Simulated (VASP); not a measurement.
```
InZr
1.0
    3.15258     0.00000     0.00000
    0.00000     3.15258     0.00000
    0.00000     0.00000     4.47103
Zr In
1 1
Direct
  0.00000   0.00000   0.00000
  0.50000   0.50000   0.50000
```

All values below come from PBEsol GGA, VASP's PBE PAW potentials (set 64) (plane waves; VASP). Settings: 300 eV cut-off, 14×14×10 Γ-centred mesh, Fermi-Dirac smearing of 0.14 eV, potentials Zr_sv In_d.

At this cut-off the stress carries a Pulay error, which pulls relaxed volumes low. Unless said otherwise, spin-orbit coupling is left out, though it shifts the bands of the heavy elements here.

What does the run give for the energy per atom (σ→0), pressure, band gap (on the k-mesh) with the smallest direct gap where there is one?

```
Quantity                                                    Result
------------------------  ----------------------------------------
band gap (on the k-mesh)  none (metal, semimetal or under 0.01 eV)
energy per atom (σ→0)                               -6.411 eV/atom
pressure                                                 -4.55 GPa
```

Only differences to runs with the same potentials and settings are physical.

The structure comes from a computed database's ZrIn entry (P4/mmm); how it stands against other phases isn't given here. The cell was not relaxed at this level. The electron count is odd and the run is not spin-polarised, which forces a metal.
